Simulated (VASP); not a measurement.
Runs of VASP 6.6.1 on Sn. Symmetry: Fd-3m, No. 227, cubic system. The conventional cell has a = 6.570 Å, b = 6.570 Å, c = 6.570 Å, α = 90.00°, β = 90.00°, γ = 90.00°. Around Sn (site symmetry -43m) lie 4 Sn at 2.84 Å. This isn't the form of Sn at room conditions, which is tetragonal (white tin).

```tsv
task	level	potentials or basis	cell	k mesh	cutoff (eV)	mesh quality	gap on the mesh (eV)	pressure (GPa)	relaxed volume (Å³/atom)
relaxation of cell and atoms	PBEsol	VASP PAW PBE potentials, release 64 (Sn_d)	relaxed	12 × 12 × 12	600	not flagged	none	0.0	34.95
single point	PBEsol	VASP PAW PBE potentials, release 64 (Sn_d)	as given	12 × 12 × 12	520	not flagged	none	-0.6	-
relaxation of cell and atoms	PBEsol	VASP PAW PBE potentials, release 64 (Sn_d)	relaxed	4 × 4 × 4	600	coarse	none	0.0	(b)
relaxation of cell and atoms	LDA	VASP PAW LDA potentials, release 64 (Sn_d)	relaxed	12 × 12 × 12	600	not flagged	none	0.0	(a)
relaxation of cell and atoms	RPBE	VASP PAW PBE potentials, release 64 (Sn_d)	relaxed	12 × 12 × 12	600	not flagged	none	0.0	38.12
```

Alike in all rows: no spin polarisation; smearing gaussian 0.1 eV.

**Question.** Fill in the values left out.

**Answer.** (a) 33.95; (b) 35.48.

Caveats: some runs use coarse meshes; the PAW data sets were made with another functional, which shifts forces and pressure a little (some runs).

A k mesh can miss the band edges, and the runs leave out spin-orbit coupling on Sn.

A gap of «none» marks a metal or a gap under the smearing width.

Runs at the PBE level aren't shown here.
